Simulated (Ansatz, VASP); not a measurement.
Two plane-wave programs on Cd3SeS2

```xyz
6
Lattice="6.6053 0.0000 0.0000 -3.3027 5.7204 0.0000 0.0000 0.0000 3.7670" Properties=species:S:1:pos:R:3 pbc="T T T"
Cd    3.3027    0.0000    1.8835
Cd   -1.6513    2.8602    1.8835
Cd    1.6513    2.8602    1.8835
Se    0.0000    0.0000    1.8835
S     0.0000    3.8136    0.0000
S     3.3027    1.9068    0.0000
```

Alike in both runs: functional PBE; k mesh 3 × 3 × 6; occupations gaussian, width 0.1 eV; no spin polarisation.

Ansatz relaxed the structure, and its values are those at the end. VASP's run is a single point on that final structure, the one shown.

|  | VASP | Ansatz |
| --- | --- | --- |
| version | VASP 6.6.1 | Ansatz 0.2.0 |
| potentials or method | VASP PAW PBE potentials, release 64 (Cd, Se, S) | scalar-relativistic, plane waves, PAW |
| plane-wave cutoff (eV) | 520 | 420 |
| valence electrons in the cell | 54 | 88 |

|  | VASP | Ansatz | Ansatz less VASP |
| --- | --- | --- | --- |
| gap on the k mesh at the Fermi level (eV) | none | none | - |
| pressure (GPa) | 0.3 | 0.0 | -0.34 |

A gap of «none» marks a metal or a gap that the smearing closes. The functional is the same, so the differences come from potentials, cutoffs and numerics. The two sets of potentials don't hold the same shells in valence.

Caveats: the k mesh is coarse (spacing up to 0.37 Å⁻¹), so the values aren't converged.
